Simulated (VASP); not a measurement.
VASP input:

**KPOINTS**
```
Automatic mesh
0
Gamma
15 15 15
0 0 0
```

File POSCAR:
```
Rh
1
   -1.5080310000     1.5080310000     1.5080310000
    1.5080310000    -1.5080310000     1.5080310000
    1.5080310000     1.5080310000    -1.5080310000
Rh
1
Direct
  0.0000000000   0.0000000000   0.0000000000
```

**INCAR**
```
SYSTEM = Rh
PREC = Accurate; ENCUT = 400; LREAL = .FALSE.
LASPH = .TRUE.
EDIFF = 1E-6; NELM = 100; ALGO = Normal
LMAXMIX = 4
ISMEAR = 1; SIGMA = 0.1
GGA = PS
IBRION = 2; NSW = 60; ISIF = 3
EDIFFG = -0.01
LWAVE = .FALSE.; LCHARG = .FALSE.
```

POTCAR, in this order: Rh_pv (PBE.64 set). Program: vasp_std.

Q: Translate this PBEsol calculation to Ansatz.

A: One equivalent input (not run):
Ansatz 0.2 input:
```yaml
crystal:
  lattice:
    - [-1.5080310, 1.5080310, 1.5080310]
    - [1.5080310, -1.5080310, 1.5080310]
    - [1.5080310, 1.5080310, -1.5080310]
  atoms:
    - { symbol: Rh, position: [0.0000000, 0.0000000, 0.0000000] }
kpoints:
  mp_grid: { grid: [15, 15, 15] }
hamiltonian:
  xc: pbesol
  pseudopotentials: { kind: paw }
scf:
  occupations: { method: methfessel_paxton, width: 0.1 }
  max_iter: 100
relax:
  max_steps: 60
  f_tol: 0.01
  cell: {}
output: { forces: true, stress: true, eigenvalues: true }
```
Limits of the translation: each code has its own PAW files, so the cut-off isn't converted (ENCUT is set for VASP's; basis.ecutwfc is left out, and Ansatz then takes the one that its files recommend); Ansatz stops its SCF on the density residual and VASP on the energy change (EDIFF).

The structure was generated: Rh was put into the bcc type (Im-3m), which need not be its known phase. This run relaxes it. Symmetry was kept, so distortions that lower it aren't found.
